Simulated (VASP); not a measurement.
# A VASP study of FeNi3 (Awaruite) (PBE + D3(BJ)): structure first, properties next, part 2 of 6

Wanted: the relaxed cell of FeNi3 (Awaruite) and its properties. The start is a cell from a database of measured crystal structures.

VASP 6.6.1, plane waves and PAW; the level of theory is named at each step.

So far, largest spin moment in the PAW sphere (μB): step 2 (magnetic order: ferromagnetic) 2.92.

### Step 4. Magnetic order: antiferromagnetic, q = (0, 0, 1/2)

This step: PBE with D3(BJ), spin-polarised from an antiferromagnetic start; plane waves and PAW (Fe, Ni) (VASP 6.6.1).

System of this step: FeNi3 (Awaruite). It takes space group Pm-3m (No. 221, cubic). The conventional cell has a = 3.545 Å, b = 3.545 Å, c = 3.545 Å, α = 90.00°, β = 90.00°, γ = 90.00°. Nearest to Fe lie 12 Ni at 2.51 Å. Nearest to Ni lie 8 Ni at 2.51 Å and 4 Fe at 2.51 Å. Nearest to Ni lie 8 Ni at 2.51 Å and 4 Fe at 2.51 Å. Farther neighbours are not listed.

Next, a pattern with opposite moments, which needs a doubled cell; q is given in the reciprocal vectors of the primitive cell.

The input, INCAR:

```
SYSTEM = FeNi3
PREC = Accurate
ENCUT = 400
EDIFF = 1E-06
NELM = 100
ISMEAR = 1
SIGMA = 0.2
LREAL = .FALSE.
ALGO = Normal
GGA = PE
IVDW = 12
NBANDS = 51
ISPIN = 2
MAGMOM = 3 -3 1 -1 1 -1 1 -1
LASPH = .TRUE.
LMAXMIX = 4
LORBIT = 11
LWAVE = .FALSE.
LCHARG = .FALSE.
KPAR = 8
ISIF = 2
```

The input, POSCAR:

```
FeNi3
1.0
    3.5450000000      0.0000000000      0.0000000000
    0.0000000000      3.5450000000      0.0000000000
    0.0000000000      0.0000000000      7.0900000000
Fe Ni
2 6
Direct
    0.0000000000      0.0000000000      0.0000000000
    0.0000000000      0.0000000000      0.5000000000
    0.0000000000      0.5000000000      0.2500000000
    0.0000000000      0.5000000000      0.7500000000
    0.5000000000      0.0000000000      0.2500000000
    0.5000000000      0.0000000000      0.7500000000
    0.5000000000      0.5000000000      0.0000000000
    0.5000000000      0.5000000000      0.5000000000
```

The input, KPOINTS:

```
Automatic mesh
0
Gamma
6 6 3
0 0 0
```

The projector-augmented-wave data sets are Fe and Ni (PBE family, release 64).

On the command line:

```sh
> mpirun -np 8 vasp_std
```

Output:

```text
[banner, memory and clock lines left out]
running    8 mpi-ranks, on    1 nodes
 distrk:  each k-point on    1 cores,    8 groups
 distr:  one band on    1 cores,    1 groups

 POSCAR found type information on POSCAR FeNi
 POSCAR found :  2 types and       8 ions
 [... a notice as in an earlier step ...]

 LDA part: xc-table for (Slater+PW92), standard interpolation
 POSCAR, INCAR and KPOINTS ok, starting setup
 FFT: planning ... GRIDC
 FFT: planning ... GRID_SOFT
 FFT: planning ... GRID
 WAVECAR not read
 entering main loop
       N       E                     dE             d eps       ncg     rms          rms(c)
DAV:   1     0.527708882263E+03    0.52771E+03   -0.27710E+04  4168   0.175E+03
DAV:   2    -0.939988377853E+01   -0.53711E+03   -0.51319E+03  4080   0.371E+02
DAV:   3    -0.568166719916E+02   -0.47417E+02   -0.42066E+02  4164   0.146E+02
DAV:   4    -0.578316967609E+02   -0.10150E+01   -0.10072E+01  4384   0.252E+01
DAV:   5    -0.578527010734E+02   -0.21004E-01   -0.21001E-01  6033   0.293E+00    0.292E+01
DAV:   6    -0.515209841825E+02    0.63317E+01   -0.74589E+01  4255   0.100E+02    0.251E+01
DAV:   7    -0.547990266641E+02   -0.32780E+01   -0.28216E+01  4310   0.109E+02    0.301E+01
DAV:   8    -0.496030362630E+02    0.51960E+01   -0.15100E+01  4408   0.751E+01    0.873E+00
DAV:   9    -0.505192418146E+02   -0.91621E+00   -0.66268E+00  5064   0.456E+01    0.133E+01
DAV:  10    -0.497291829275E+02    0.79006E+00   -0.25781E+00  4621   0.409E+01    0.671E+00
DAV:  11    -0.495478880086E+02    0.18129E+00   -0.75150E-01  5416   0.179E+01    0.248E+00
DAV:  12    -0.495365576018E+02    0.11330E-01   -0.21915E-01  5783   0.679E+00    0.114E+00
DAV:  13    -0.495442992454E+02   -0.77416E-02   -0.61005E-02  4542   0.384E+00    0.860E-01
DAV:  14    -0.495434424592E+02    0.85679E-03   -0.14813E-02  4411   0.165E+00    0.431E-01
DAV:  15    -0.495428520011E+02    0.59046E-03   -0.24802E-03  6595   0.803E-01    0.129E-01
DAV:  16    -0.495430095864E+02   -0.15759E-03   -0.10394E-03  4465   0.304E-01    0.991E-02
DAV:  17    -0.495430176081E+02   -0.80217E-05   -0.25719E-04  5903   0.219E-01    0.363E-02
DAV:  18    -0.495430272128E+02   -0.96047E-05   -0.95144E-05  5999   0.820E-02    0.150E-02
DAV:  19    -0.495430305134E+02   -0.33007E-05   -0.14733E-05  4491   0.467E-02    0.141E-02
DAV:  20    -0.495430309007E+02   -0.38728E-06   -0.89114E-06  3719   0.349E-02
   1 F= -.52972370E+02 E0= -.52969540E+02  d E =-.848780E-02  mag=     0.0000
```

Wall time 21 s (8 MPI ranks of AMD EPYC 9R45, shared host); peak memory 2.1 GiB; 2.4 min of CPU time.

From OUTCAR (step 4):

```text
  LATTYP: Found a simple tetragonal cell.
 ALAT       =     3.5450000000
 C/A-ratio  =     2.0000000000

 Subroutine GETGRP returns: Found 16 space group operations
 (whereof 16 operations were pure point group operations)

The static configuration has the point symmetry D_4h.

 Found     20 irreducible k-points:

   k-points           NKPTS =     20   k-points in BZ     NKDIM =     20   number of bands    NBANDS=     51

   dimension x,y,z NGX =    24 NGY =   24 NGZ =   48
   dimension x,y,z NGXF=    48 NGYF=   48 NGZF=   96

   ENCUT  =  400.0 eV  29.40 Ry    5.42 a.u.   5.78  5.78 11.56*2*pi/ulx,y,z

   NELECT =      76.0000    total number of electrons

 E-fermi :   8.3511

 spin component 1
 k-point     1 :       0.0000    0.0000    0.0000
  band No.  band energies     occupation
    ...
     30       7.7995      1.00034
     31       7.8585      1.00136
     32       7.9118      1.00403
     33       7.9139      1.00419
     34       8.2252      0.93294
     35       8.4543      0.12117
     36       8.4543      0.12117
     37       8.4726      0.07679
     38       8.4737      0.07424
     39       9.1889     -0.00000
    ...

 k-point     2 :       0.1667    0.0000    0.0000
  band No.  band energies     occupation
    ...
     33       7.9338      1.00598
     34       8.0620      1.03000
     35       8.1191      1.03476
     36       8.1276      1.03341
     37       8.2616      0.83992
     38       8.4597      0.10726
     39       8.8777     -0.00063
     40       9.0122     -0.00002
     41       9.2148     -0.00000
     42       9.2166     -0.00000
    ...

 k-point     3 :       0.3333    0.0000    0.0000
  band No.  band energies     occupation
    ...
     34       7.7147      1.00003
     35       7.8022      1.00036
     36       7.8472      1.00106
     37       7.9069      1.00367
     38       8.1715      1.01109
     39       8.4600      0.10657
     40       8.7864     -0.00434
     41       9.0430     -0.00001
     42       9.0880     -0.00000
     43       9.2417     -0.00000
    ...

 k-point     4 :       0.5000    0.0000    0.0000
  band No.  band energies     occupation
    ...
     34       7.4719      1.00000
     35       7.5207      1.00000
     36       7.5223      1.00000
     37       7.8974      1.00306
     38       8.1087      1.03543
     39       8.4601      0.10614
     40       8.4850      0.05123
     41       8.9440     -0.00011
     42       9.2473     -0.00000
     43       9.6703     -0.00000
    ...

 Edisp (eV)   -3.42934

  Total      -4.03618    -4.03618    -4.56825     0.00000    -0.00000     0.00000
  in kB     -72.57755   -72.57755   -82.14503     0.00000    -0.00000     0.00000
  external pressure =      -75.77 kB  Pullay stress =        0.00 kB

  energy-cutoff  :      400.00
  volume of cell :       89.10
      direct lattice vectors                 reciprocal lattice vectors
     3.545000000  0.000000000  0.000000000     0.282087447  0.000000000  0.000000000
     0.000000000  3.545000000  0.000000000     0.000000000  0.282087447  0.000000000
     0.000000000  0.000000000  7.090000000     0.000000000  0.000000000  0.141043724

 POSITION                                       TOTAL-FORCE (eV/Angst)
 -----------------------------------------------------------------------------------
      0.00000      0.00000      0.00000        -0.000000     -0.000000      0.000161
      0.00000      0.00000      3.54500        -0.000000     -0.000000      0.000161
      0.00000      1.77250      1.77250        -0.000000     -0.000000     -0.000108
      0.00000      1.77250      5.31750        -0.000000     -0.000000     -0.000108
      1.77250      0.00000      1.77250        -0.000000     -0.000000     -0.000108
      1.77250      0.00000      5.31750        -0.000000     -0.000000     -0.000108
      1.77250      1.77250      0.00000        -0.000000      0.000000      0.000055
      1.77250      1.77250      3.54500         0.000000     -0.000000      0.000055
 -----------------------------------------------------------------------------------
    total drift:                                0.000000      0.000000      0.000126

  FREE ENERGIE OF THE ION-ELECTRON SYSTEM (eV)
  ---------------------------------------------------
  free  energy   TOTEN  =       -52.9723695298 eV

  energy  without entropy=      -52.9638817251  energy(sigma->0) =      -52.96954026

 total charge
# of ion       s       p       d       tot
------------------------------------------
    1        0.477   0.502   6.095   7.073
    2        0.477   0.502   6.095   7.073
    3        0.502   0.505   8.334   9.341
    4        0.502   0.505   8.334   9.341
    5        0.502   0.505   8.334   9.341
    6        0.502   0.505   8.334   9.341
    7        0.502   0.504   8.327   9.334
    8        0.502   0.504   8.327   9.334
--------------------------------------------------
tot          3.965   4.031  62.182  70.178

 magnetization (x)
# of ion       s       p       d       tot
------------------------------------------
    1        0.026   0.013   2.922   2.962
    2       -0.026  -0.013  -2.922  -2.962
    3       -0.000   0.000   0.000   0.000
    4        0.000  -0.000  -0.000  -0.000
    5       -0.000   0.000   0.000   0.000
    6        0.000  -0.000  -0.000  -0.000
    7       -0.010  -0.011   0.409   0.388
    8        0.010   0.011  -0.409  -0.388
--------------------------------------------------
tot          0.000   0.000   0.000   0.000

[... 6 further parts left out ...]
```

At this level the cell is under a tension of 7.6 GPa, so at these settings it is away from equilibrium.

Numbers from this step:

* SCF cycles: 20
* electrons: 76
* bands: 51
* irreducible k-points: 20
* symmetry operations: 8
* free energy (TOTEN): -52.9724 eV
* energy at zero smearing: -52.9695 eV
* Fermi energy: 8.351 eV
* pressure: -7.577 GPa

Spin moment in the PAW sphere by atom:

```
atom  spin moment in the PAW sphere (μB)
 Fe1                                2.96
 Fe2                               -2.96
 Ni3                                0.00
 Ni4                                0.00
 Ni5                                0.00
 Ni6                                0.00
 Ni7                                0.39
 Ni8                               -0.39
```

The energy lies +61.5 meV an atom from the first pattern. The run ends antiferromagnetic with a largest moment of 2.96 μB, and the mesh shows no gap.

### Step 5. Magnetic order: antiferromagnetic, q = (1/2, 1/2, 1/2)

Next, a pattern with opposite moments, which needs a doubled cell; q is given in the reciprocal vectors of the primitive cell.

INCAR is that of step 4.

The input, POSCAR:

```
FeNi3
1.0
    7.0900000000      0.0000000000      0.0000000000
    3.5450000000      3.5450000000      0.0000000000
    3.5450000000      0.0000000000      3.5450000000
Fe Ni
2 6
Direct
    0.0000000000      0.0000000000      0.0000000000
    0.5000000000      0.0000000000      0.0000000000
    0.5000000000      0.5000000000      0.5000000000
    0.0000000000      0.5000000000      0.5000000000
    0.0000000000      0.0000000000      0.5000000000
    0.5000000000      0.0000000000      0.5000000000
    0.0000000000      0.5000000000      0.0000000000
    0.5000000000      0.5000000000      0.0000000000
```

The input, KPOINTS:

```
Automatic mesh
0
Gamma
6 6 6
0 0 0
```

On the command line:

```sh
> mpirun -np 8 vasp_std
```

Output:

```text
[... set-up lines as in an earlier step ...]
 entering main loop
       N       E                     dE             d eps       ncg     rms          rms(c)
DAV:   1     0.527920872455E+03    0.52792E+03   -0.27729E+04  6640   0.175E+03
DAV:   2    -0.945016650086E+01   -0.53737E+03   -0.51388E+03  6528   0.372E+02
DAV:   3    -0.566372438058E+02   -0.47187E+02   -0.41800E+02  6728   0.145E+02
DAV:   4    -0.576549341960E+02   -0.10177E+01   -0.10094E+01  6829   0.253E+01
DAV:   5    -0.576753622848E+02   -0.20428E-01   -0.20424E-01  9536   0.291E+00    0.294E+01
DAV:   6    -0.532182548774E+02    0.44571E+01   -0.80822E+01  6714   0.106E+02    0.386E+01
DAV:   7    -0.607135335411E+02   -0.74953E+01   -0.47631E+01  7129   0.150E+02    0.407E+01
DAV:   8    -0.487481694171E+02    0.11965E+02   -0.24455E+01  7004   0.619E+01    0.108E+01
DAV:   9    -0.492850439366E+02   -0.53687E+00   -0.22268E+00  7382   0.150E+01    0.636E+00
DAV:  10    -0.492464330056E+02    0.38611E-01   -0.40851E-01 10821   0.133E+01    0.261E+00
DAV:  11    -0.492480130881E+02   -0.15801E-02   -0.18836E-01  9678   0.432E+00    0.194E+00
DAV:  12    -0.492498405343E+02   -0.18274E-02   -0.34670E-02  6844   0.268E+00    0.504E-01
DAV:  13    -0.492502518900E+02   -0.41136E-03   -0.57676E-03 10400   0.986E-01    0.230E-01
DAV:  14    -0.492503613916E+02   -0.10950E-03   -0.14506E-03  6677   0.569E-01    0.720E-02
DAV:  15    -0.492503950187E+02   -0.33627E-04   -0.13958E-04  8393   0.142E-01    0.460E-02
DAV:  16    -0.492504042559E+02   -0.92372E-05   -0.23585E-05  8652   0.462E-02    0.346E-02
DAV:  17    -0.492504017245E+02    0.25314E-05   -0.73624E-06  7078   0.526E-02    0.806E-03
DAV:  18    -0.492504014337E+02    0.29081E-06   -0.38279E-06  5852   0.170E-02
   1 F= -.52679740E+02 E0= -.52686145E+02  d E =0.192145E-01  mag=    -0.0000
```

The job ended after 46 s (8 MPI ranks; peak memory 2.9 GiB).

Parts of OUTCAR (step 5):

```text
   k-points           NKPTS =     32   k-points in BZ     NKDIM =     32   number of bands    NBANDS=     51

   ENCUT  =  400.0 eV  29.40 Ry    5.42 a.u.  11.56  8.18  8.18*2*pi/ulx,y,z

   NELECT =      76.0000    total number of electrons

 E-fermi :   8.3670

 spin component 1
 k-point     1 :       0.0000    0.0000    0.0000
  band No.  band energies     occupation
    ...
     33       8.1733      1.02156
     34       8.2223      0.96777
     35       8.2530      0.90603
     36       8.2530      0.90603
     37       8.2531      0.90578
     38       8.4781      0.10103
     39       8.4782      0.10077
     40       8.4782      0.10076
     41       9.4420     -0.00000
     42       9.4420     -0.00000
    ...

 k-point     2 :       0.1667    0.0000    0.0000
  band No.  band energies     occupation
    ...
     33       8.1125      1.03513
     34       8.1271      1.03536
     35       8.1271      1.03535
     36       8.2574      0.89536
     37       8.3418      0.60580
     38       8.4287      0.25228
     39       8.8968     -0.00058
     40       8.8968     -0.00058
     41       9.3079     -0.00000
     42       9.3079     -0.00000
    ...

 Edisp (eV)   -3.42934

  Total      -3.78031    -3.78031    -3.78031    -0.00045    -0.00045    -0.00045
  in kB     -67.97662   -67.97662   -67.97662    -0.00817    -0.00817    -0.00817
  external pressure =      -67.98 kB  Pullay stress =        0.00 kB

 POSITION                                       TOTAL-FORCE (eV/Angst)
 -----------------------------------------------------------------------------------
      0.00000      0.00000      0.00000         0.000000     -0.000000      0.000000
      3.54500      0.00000      0.00000        -0.000000     -0.000000      0.000000
      7.09000      1.77250      1.77250        -0.000000      0.000000     -0.000000
      3.54500      1.77250      1.77250        -0.000000      0.000000     -0.000000
      1.77250      0.00000      1.77250         0.000000     -0.000000      0.000000
      5.31750      0.00000      1.77250         0.000000      0.000000      0.000000
      1.77250      1.77250      0.00000        -0.000000     -0.000000      0.000000
      5.31750      1.77250      0.00000         0.000000     -0.000000      0.000000
 -----------------------------------------------------------------------------------
    total drift:                                0.000000      0.000000      0.000000

  FREE ENERGIE OF THE ION-ELECTRON SYSTEM (eV)
  ---------------------------------------------------
  free  energy   TOTEN  =       -52.6797400628 eV

  energy  without entropy=      -52.6989545209  energy(sigma->0) =      -52.68614488

 magnetization (x)
# of ion       s       p       d       tot
------------------------------------------
    1        0.004   0.028   2.955   2.987
    2       -0.004  -0.028  -2.955  -2.987
    3       -0.000   0.000   0.000   0.000
    4        0.000  -0.000  -0.000  -0.000
    5       -0.000   0.000   0.000   0.000
    6        0.000  -0.000  -0.000  -0.000
    7       -0.000   0.000   0.000   0.000
    8        0.000  -0.000  -0.000  -0.000
--------------------------------------------------
tot          0.000   0.000  -0.000  -0.000

[... 1 part as in an earlier step ...]

[... 14 further parts left out ...]
```

At this level the cell is under a tension of 6.8 GPa, so at these settings it is away from equilibrium.

This step gave:

```
SCF cycles              : 18
irreducible k-points    : 32
symmetry operations     : 12
free energy (TOTEN)     : -52.6797 eV
energy at zero smearing : -52.6861 eV
Fermi energy            : 8.367 eV
pressure                : -6.798 GPa
```

Spin moment in the PAW sphere by atom:

```
atom  spin moment in the PAW sphere (μB)
 Fe1                                2.99
 Fe2                               -2.99
 Ni3                                0.00
 Ni4                                0.00
 Ni5                                0.00
 Ni6                                0.00
 Ni7                                0.00
 Ni8                                0.00
```

The energy lies +97.0 meV an atom from the first pattern. The run ends antiferromagnetic with a largest moment of 2.99 μB, and the mesh shows no gap.

(Part 2 of 6 ends here.)

[Lines on the potential files, build, host, timing and source positions are cut from VASP's logs without a mark.]

[Logs are printed without paths, hosts, clocks, repeated set-up lines and the standing remarks that a program may print on its own settings, such as how far it seeks lower states.]

[Hosts, paths, dates, database ids (printed as entryN), source tags and the programs' standing remarks are cut or masked in the printed files.]

[A measured line is paired with the nearest computed mode of its activity, which favours agreement.]
